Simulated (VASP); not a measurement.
Set up this calculation in VASP 6.6.1, as the native input.

| Quantity | Value |
| --- | --- |
| Task | electrostatic potential |
| Functional | r2SCAN |
| Potentials or basis | VASP PAW PBE potentials, release 64 (Pb_d) |
| Cutoff | 520 eV |
| k mesh | 14 × 14 × 14 |
| Occupations | methfessel-paxton, width 0.1 eV |
| Spin | no spin polarisation |
| Further INCAR settings | ALGO = Normal; EDIFF = 1e-06 |

The structure of Pb lies in POSCAR:

```
Pb                                      
1.0
   -0.0000000000      2.4981320356      2.4981320356
    2.4981320356      0.0000000000      2.4981320356
    2.4981320356      2.4981320356     -0.0000000000
  Pb            
     1
Direct
     0.0000000000000000    0.0000000000000000    0.0000000000000000
```

The cell was built by a generator and needn't be a form met in nature.

The input as run:

INCAR

```
SYSTEM = Pb
  PREC = Accurate
  ENCUT = 520
  EDIFF = 1E-6
  ISMEAR = 1
  SIGMA = 0.1
  LREAL = .False.
  LASPH = .True.
  NELM = 100
  ALGO = Normal
  ISIF = 2
  LWAVE = .False.
  LCHARG = .True.
  METAGGA = R2SCAN
  LMIXTAU = .True.
  LVHAR = .True.
```

KPOINTS

```
regular mesh
0
Gamma
  14 14 14
  0 0 0
```

Potentials or basis: VASP PAW PBE potentials, release 64 (Pb_d).

Launch:

```bash
$ cat potpaw_PBE.64/Pb_d/POTCAR > POTCAR
$ mpirun -np 1 vasp_std > vasp.out
```

It gave:

```
Pressure               : 0.0 GPa
Band gap on the k mesh : none (metal or under the smearing width)
```

Caveat: the PAW data sets were made with another functional, which shifts forces and pressure a little.

Run time: 2.3 min on 1 thread of Intel(R) Xeon(R) Platinum 8259CL CPU @ 2.50GHz (Skylake/Cascade Lake) (shared host), peak memory 0.19 GiB.
